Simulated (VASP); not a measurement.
These are PBEsol GGA, VASP's PBE PAW potentials (set 64) (plane waves; VASP) values and carry that method's errors.

The input files of a VASP run:

File POSCAR:
```
Tb
1.0
  1.7977526888  -3.1137985536   0.0000000000
  1.7977526888   3.1137985536   0.0000000000
  0.0000000000   0.0000000000   5.6203325290
Tb
2
Direct
  0.3333330000   0.6666670000   0.2500000000
  0.6666670000   0.3333330000   0.7500000000
```

**KPOINTS**
```
Regular mesh
0
gamma
12 12 7
```

### INCAR
```
NSW = 30   ! most ionic steps
EDIFF = 1E-7   ! SCF stop (eV)
EDIFFG = -0.01   ! ionic stop
LMAXMIX = 6
ISMEAR = 1   ! Methfessel-Paxton
GGA = PS   ! PBEsol
LWAVE = .FALSE.
ENCUT = 520   ! plane-wave cut-off (eV)
ALGO = Normal   ! blocked Davidson
LREAL = .FALSE.
SYSTEM = Tb
PREC = Accurate
LCHARG = .FALSE.
IBRION = 2   ! conjugate gradients
ISIF = 4   ! ions and shape, fixed volume
LASPH = .TRUE.   ! aspherical one-centre terms
SIGMA = 0.1
NELM = 100   ! most electronic steps
```

POTCAR, in this order: Tb_3 (PBE.64 set). Program: vasp_std.

The 4f electrons are frozen in the core of the lanthanide potential, so 4f levels, which can set the real gap, and their magnetism are missing.

What does the run give for the energy per atom (σ→0), band gap (on the k-mesh)?

```yaml
energy per atom (σ→0): -4.985 eV/atom
band gap (on the k-mesh): none (metal, semimetal or under 0.01 eV)
```

OSZICAR:
```
...
   2 F= -.99706885E+01 E0= -.99705273E+01  d E =-.918090E-04
       N       E                     dE             d eps       ncg     rms          rms(c)
DAV:   1    -0.997117883245E+01   -0.49032E-03   -0.24240E-02  1986   0.115E+00    0.989E-02
DAV:   2    -0.997084288041E+01    0.33595E-03   -0.42240E-04  2301   0.175E-01    0.623E-02
DAV:   3    -0.997070323516E+01    0.13965E-03   -0.18436E-04  2412   0.105E-01    0.326E-02
DAV:   4    -0.997070367398E+01   -0.43883E-06   -0.26887E-05  2454   0.384E-02    0.149E-02
DAV:   5    -0.997070365336E+01    0.20628E-07   -0.63667E-07  2479   0.595E-03
   3 F= -.99707037E+01 E0= -.99704356E+01  d E =-.106960E-03
```

The compound is Tb in the hcp structure. This cell is one point of a volume scan, at 1.03 of the reference volume. Symmetry was kept, so distortions that lower it aren't found.
